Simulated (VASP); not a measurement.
Here is a VASP 6.6.1 calculation.

The input INCAR:

```
ALGO     = Fast           # electronic algorithm
DIPOL    = 0.5 0.5 0.500
EDIFF    = 1E-7           # SCF threshold, eV
ENCUT    = 520            # plane-wave cutoff, eV
GGA      = PE             # functional
IDIPOL   = 3            
ISIF     = 2              # what is computed and relaxed
ISMEAR   = 0              # smearing method
LASPH    = True           # aspherical terms in the spheres
LCHARG   = True           # write CHGCAR
LDIPOL   = True         
LELF     = True           # ELF
LREAL    = False          # projectors in reciprocal space
LVACPOTAV= True         
LVHAR    = True         
LWAVE    = False          # write WAVECAR
NELM     = 60             # most SCF steps
PREC     = Accurate       # precision mode
SIGMA    = 0.05           # smearing width, eV
```

The input KPOINTS:

```
k-points
0
Gamma
  6 5 1
```

POSCAR

```
PbS
1.0
    4.1931432124      0.0000000000      0.0000000000
    0.0000000000      5.9300000000      0.0000000000
    0.0000000000      0.0000000000     25.4828580311
Pb S
6 6
Direct
    0.5000000000      0.5000000000      0.2943154960
    0.0000000000      0.0000000000      0.3765892976
    0.5000000000      0.5000000000      0.4588630992
    0.0000000000      0.0000000000      0.5411369008
    0.5000000000      0.5000000000      0.6234107024
    0.0000000000      0.0000000000      0.7056845040
    0.5000000000      0.0000000000      0.2943154960
    0.0000000000      0.5000000000      0.3765892976
    0.5000000000      0.0000000000      0.4588630992
    0.0000000000      0.5000000000      0.5411369008
    0.5000000000      0.0000000000      0.6234107024
    0.0000000000      0.5000000000      0.7056845040
```

Potentials or basis: VASP PAW PBE potentials, release 64 (Pb_d, S).

Launch:

```sh
$ cat potpaw_PBE.64/Pb_d/POTCAR potpaw_PBE.64/S/POTCAR > POTCAR
$ mpirun -np 1 vasp_std > vasp.out
```

Task: Estimate the ionisation potential of the upper face.

Result: 4.57 eV.

Task: Predict the largest force.

Result: 0.951 eV/Å.

Forces in eV/Å, atoms in the order of the input:
```
Pb   0.000  0.000  0.568
Pb   0.000  0.000 -0.951
Pb   0.000  0.000  0.375
Pb   0.000  0.000 -0.375
Pb   0.000  0.000  0.951
Pb   0.000  0.000 -0.568
S    0.000  0.000  0.427
S    0.000  0.000 -0.825
S    0.000  0.000  0.465
S    0.000  0.000 -0.465
S    0.000  0.000  0.825
S    0.000  0.000 -0.427
```
